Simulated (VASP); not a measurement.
Here is the system:

```xyz
4
Lattice="3.8088 0.0000 0.0000 -1.9044 3.2985 0.0000 0.0000 0.0000 5.9737" Properties=species:S:1:pos:R:3 pbc="T T T"
Be     0.0000     0.0000     0.0000
Be     0.0000     0.0000     2.9869
Te     0.0000     2.1990     1.4934
Te     1.9044     1.0995     4.4803
```

These are PBEsol GGA, VASP's PBE PAW potentials (set 64) (plane waves; VASP) values and carry that method's errors. Numerical set-up: 500 eV cut-off, 9×9×5 Γ-centred mesh, first-order Methfessel-Paxton smearing of 0.10 eV, potentials Be Te.

Unless said otherwise, spin-orbit coupling is left out, though it shifts the bands of the heavy elements here.

Q: Estimate the energy per atom (σ→0), band gap (on the k-mesh) with the smallest direct gap where there is one.

A: 
| Quantity | Result |
|---|---|
| band gap (on the k-mesh) | none (metal, semimetal or under 0.01 eV) |
| energy per atom (σ→0) | -3.684 eV/atom |

Only differences to runs with the same potentials and settings are physical.

The structure was generated: BeTe was put into the NiAs type type (P6_3/mmc), which need not be its known phase. It was relaxed first, which changed the volume by +20 %.
